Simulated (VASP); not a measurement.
Here is a VASP 6.6.1 calculation.

INCAR

```
PREC = Accurate
ENCUT = 520
EDIFF = 1E-6
ISMEAR = 1
SIGMA = 0.0271
LREAL = F
LASPH = T
NELM = 80
ALGO = Normal
ISIF = 2
LWAVE = F
LCHARG = F
GGA = PE
NBANDS = 23
```

KPOINTS

```
regular mesh
0
Gamma
  5 5 3
```

File POSCAR:

```
BaP
1.0
    4.1886420000      0.0000000000      0.0000000000
   -2.0943210000      3.6274720000      0.0000000000
    0.0000000000      0.0000000000      6.8020140000
Ba P
2 2
Direct
    0.3333300000      0.6666700000      0.0000000000
    0.6666600000      0.3333300000      0.5000000000
    0.3333300000      0.6666700000      0.3775000000
    0.6666600000      0.3333300000      0.8775000000
```

Potentials or basis: VASP PAW PBE potentials, release 64 (Ba_sv, P).

The run is started by

```bash
$ cat potpaw_PBE.64/Ba_sv/POTCAR potpaw_PBE.64/P/POTCAR > POTCAR
$ mpirun -np 1 vasp_std > vasp.out
```

(1) Predict the pressure.

(2) Estimate the band gap on the k mesh.

Answers

(1) 36.7 GPa.

(2) none (metal or under the smearing width).

Caveat: a pressure of tens of GPa on the cell as given is suspect, and the run, the potentials or the cell itself is likely at fault.
